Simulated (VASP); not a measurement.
These are PBE GGA, VASP's PBE PAW potentials (set 64) (plane waves; VASP) values and carry that method's errors.

The input files of a VASP run:

KPOINTS:
```
Automatic mesh
0
Gamma
10 10 10
0 0 0
```

File POSCAR:
```
NbP
1
   -0.0000000000     2.7902242290     2.7902242290
    2.7902242290     0.0000000000     2.7902242290
    2.7902242290     2.7902242290     0.0000000000
Nb P
1 1
Direct
  0.0000000000   0.0000000000   0.0000000000
  0.2500000000   0.2500000000   0.2500000000
```

### INCAR
```
SYSTEM = NbP
PREC = Accurate
ENCUT = 400
EDIFF = 1E-6
NELM = 100
ALGO = Normal
LREAL = .FALSE.
LASPH = .TRUE.
ISMEAR = 1
SIGMA = 0.1
GGA = PE
LMAXMIX = 4
LWAVE = .FALSE.
LCHARG = .FALSE.
IBRION = 2
ISIF = 3
NSW = 60
EDIFFG = -0.01
```

POTCAR, in this order: Nb_sv P (PBE.64 set). Program: vasp_std.

What VASP printed:

File OSZICAR:
```
       N       E                     dE             d eps       ncg     rms          rms(c)
DAV:   1     0.116488902062E+03    0.11649E+03   -0.82816E+03  1222   0.107E+03
DAV:   2    -0.998970275030E+01   -0.12648E+03   -0.12321E+03  1497   0.359E+02
DAV:   3    -0.168120532284E+02   -0.68224E+01   -0.65555E+01  1970   0.671E+01
DAV:   4    -0.171572731674E+02   -0.34522E+00   -0.34369E+00  1825   0.145E+01
DAV:   5    -0.171704503370E+02   -0.13177E-01   -0.13174E-01  2061   0.244E+00    0.846E+00
DAV:   6    -0.157312650026E+02    0.14392E+01   -0.59431E+00  1988   0.194E+01    0.406E+00
DAV:   7    -0.157454054539E+02   -0.14140E-01   -0.22041E-01  1583   0.407E+00    0.216E+00
DAV:   8    -0.157484716788E+02   -0.30662E-02   -0.33661E-02  2076   0.166E+00    0.371E-01
DAV:   9    -0.157488404720E+02   -0.36879E-03   -0.24917E-03  1992   0.490E-01    0.178E-01
DAV:  10    -0.157488333952E+02    0.70768E-05   -0.14953E-04  1561   0.117E-01    0.682E-02
DAV:  11    -0.157488428030E+02   -0.94078E-05   -0.38709E-05  1871   0.604E-02    0.240E-02
DAV:  12    -0.157488428159E+02   -0.12996E-07   -0.29803E-06  1416   0.129E-02
   1 F= -.15748843E+02 E0= -.15748473E+02  d E =-.157488E+02
       N       E                     dE             d eps       ncg     rms          rms(c)
DAV:   1    -0.157514891372E+02   -0.26463E-02   -0.75050E-02  1497   0.376E+00    0.373E-01
DAV:   2    -0.157490969986E+02    0.23921E-02   -0.97169E-03  1614   0.121E+00    0.135E-01
DAV:   3    -0.157487706971E+02    0.32630E-03   -0.10436E-03  2070   0.291E-01    0.482E-02
DAV:   4    -0.157487901091E+02   -0.19412E-04   -0.27466E-04  2267   0.111E-01    0.339E-02
DAV:   5    -0.157488179889E+02   -0.27880E-04   -0.25404E-05  2093   0.413E-02    0.196E-02
DAV:   6    -0.157488372135E+02   -0.19225E-04   -0.37592E-05  2109   0.368E-02    0.364E-03
DAV:   7    -0.157488371228E+02    0.90783E-07   -0.15251E-06  1253   0.121E-02
   2 F= -.15748837E+02 E0= -.15748467E+02  d E =0.569319E-05
       N       E                     dE             d eps       ncg     rms          rms(c)
DAV:   1    -0.157495706178E+02   -0.73340E-03   -0.19063E-02  1502   0.190E+00    0.185E-01
DAV:   2    -0.157489794287E+02    0.59119E-03   -0.24943E-03  1622   0.611E-01    0.672E-02
DAV:   3    -0.157488971974E+02    0.82231E-04   -0.25339E-04  2107   0.145E-01    0.242E-02
DAV:   4    -0.157488978178E+02   -0.62040E-06   -0.69958E-05  2250   0.559E-02    0.171E-02
DAV:   5    -0.157489015091E+02   -0.36914E-05   -0.69759E-06  1918   0.212E-02    0.975E-03
DAV:   6    -0.157489019205E+02   -0.41140E-06   -0.10446E-05  2116   0.190E-02    0.224E-03
DAV:   7    -0.157489018295E+02    0.91076E-07   -0.31600E-07   711   0.593E-03
   3 F= -.15748902E+02 E0= -.15748532E+02  d E =-.590135E-04
```

### OUTCAR
```
------------------------ aborting loop because EDIFF is reached ----------------------------------------
  FORCE on cell =-STRESS in cart. coord.  units (eV):
  Direction    XX          YY          ZZ          XY          YZ          ZX
  --------------------------------------------------------------------------------------
  Total        0.0022445      0.0022445      0.0022445      0.0000000      0.0000000      0.0000000
  in kB        0.0829368      0.0829368      0.0829368      0.0000000      0.0000000      0.0000000
  external PRESSURE =       0.0829368 kB  Pullay stress =       0.0000000 kB
  volume of cell :       43.36
      direct lattice vectors                 reciprocal lattice vectors
     0.000000000  2.788363874  2.788363874    -0.179316625  0.179316625  0.179316625
     2.788363874  0.000000000  2.788363874     0.179316625 -0.179316625  0.179316625
     2.788363874  2.788363874  0.000000000     0.179316625  0.179316625 -0.179316625
 POSITION                                       TOTAL-FORCE (eV/Angst)
 -----------------------------------------------------------------------------------
      0.00000      0.00000      0.00000         0.000000     -0.000000      0.000000
      1.39418      1.39418      1.39418        -0.000000      0.000000     -0.000000
 -----------------------------------------------------------------------------------
    total drift:                                0.000000      0.000000      0.000000
  FREE ENERGIE OF THE ION-ELECTRON SYSTEM (eV)
  ---------------------------------------------------
  free  energy   TOTEN  =       -15.7489018295 eV

  energy  without entropy=      -15.7477913574  energy(sigma->0) =      -15.74853167

 reached required accuracy - stopping structural energy minimisation
```
(Selected blocks of OUTCAR.)

File CONTCAR:
```
NbP
   1.00000000000000
     0.0000000000000000    2.7883638737186196    2.7883638737186196
     2.7883638737186196    0.0000000000000000    2.7883638737186196
     2.7883638737186196    2.7883638737186196    0.0000000000000000
  Nb              P
     1     1
Direct
     0.0000000000000000    0.0000000000000000    0.0000000000000000
     0.2500000000000000    0.2500000000000000    0.2500000000000000
```

### OUTCAR
```
 val. band max:        7.0193982245   @ k =  -0.3000   0.5000   0.2000

 cond. band min:       7.0446742789   @ k =  -0.3000   0.3000   0.1000


 Fermi energy:         7.0317313372

 k-point     1 :       0.0000    0.0000    0.0000
  band No.  band energies     occupation
      1     -48.2658      2.00000
      2     -24.3411      2.00000
      3     -24.3411      2.00000
      4     -24.3411      2.00000
      5      -4.3814      2.00000
      6       3.2844      2.00000
      7       3.2844      2.00000
      8       3.2844      2.00000
      9       7.0491      0.71019
     10       7.0491      0.71019
     11       9.9128      0.00000
     12      12.6991      0.00000
     13      12.6991      0.00000

 k-point     2 :       0.1000    0.0000    0.0000
  band No.  band energies     occupation
      1     -48.2653      2.00000
      2     -24.3510      2.00000
      3     -24.3428      2.00000
      4     -24.3428      2.00000
      5      -4.2872      2.00000
      6       3.1617      2.00000
      7       3.3407      2.00000
      8       3.3407      2.00000
      9       7.0009      1.49606
     10       7.0009      1.49605
     11      10.2312      0.00000
     12      12.2976      0.00000
     13      12.7148      0.00000

 k-point     3 :       0.2000    0.0000    0.0000
  band No.  band energies     occupation
      1     -48.2639      2.00000
      2     -24.3754      2.00000
      3     -24.3464      2.00000
      4     -24.3464      2.00000
      5      -4.0340      2.00000
      6       2.9143      2.00000
      7       3.4788      2.00000
      8       3.4788      2.00000
      9       6.9466      2.00408
     10       6.9466      2.00408
     11      10.4774      0.00000
     12      11.8081      0.00000
     13      12.4711      0.00000

 k-point     4 :       0.3000    0.0000    0.0000
  band No.  band energies     occupation
      1     -48.2622      2.00000
      2     -24.4052      2.00000
      3     -24.3508      2.00000
...
```

The structure was generated: NbP was put into the zinc blende type (F-43m), which need not be its known phase. This run relaxes it. Symmetry was kept, so distortions that lower it aren't found. The start is the result of an earlier pass.
